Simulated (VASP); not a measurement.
A run of VASP 6.6.1 is set up as follows.

The input INCAR:

```
SYSTEM = TiB2
PREC     = Accurate       ! precision mode
ENCUT    = 600            ! plane-wave cutoff, eV
EDIFF    = 1E-7           ! SCF threshold, eV
ISMEAR   = 1              ! smearing method
SIGMA    = 0.1            ! smearing width, eV
LREAL    = .FALSE.        ! projectors in reciprocal space
LASPH    = .TRUE.         ! aspherical terms in the spheres
NELM     = 80             ! most SCF steps
ALGO     = Normal         ! electronic algorithm
ISIF     = 3              ! what is computed and relaxed
LWAVE    = .FALSE.        ! write WAVECAR
LCHARG   = .FALSE.        ! write CHGCAR
IBRION   = 2              ! ionic algorithm
NSW      = 90             ! ionic steps
EDIFFG   = -0.005         ! ionic threshold
```

KPOINTS

```
Automatic mesh
0
G
  15 15 11
  0 0 0
```

File POSCAR:

```
TiB2                                    
1.0
    2.9954103766      0.0000000000      0.0000000000
   -1.4977051883      2.5941014819      0.0000000000
    0.0000000000      0.0000000000      3.1616934999
  Ti              B             
     1     2
Direct
     0.0000000000000000    0.0000000000000000    0.0000000000000000
     0.3333333300000021    0.6666666699999979    0.5000000000000000
     0.6666666699999979    0.3333333300000021    0.5000000000000000
```

Potentials or basis: VASP PAW LDA potentials, release 64 (Ti_sv, B).

Run with:

```bash
$ cat potpaw_LDA.64/Ti_sv/POTCAR potpaw_LDA.64/B/POTCAR > POTCAR
$ mpirun -np 1 vasp_std > vasp.out
```

**Question.** Predict the band gap on the k mesh.

**Answer.** None (metal or under the smearing width).

Final structure:
```xyz
3
Lattice="2.9954 0.0000 0.0000 -1.4977 2.5941 0.0000 0.0000 0.0000 3.1617" Properties=species:S:1:pos:R:3 pbc="T T T"
Ti    0.0000    0.0000    0.0000
B     0.0000    1.7294    1.5808
B     1.4977    0.8647    1.5808
```

Caveat: the relaxation stopped at its first step, so nothing moved.
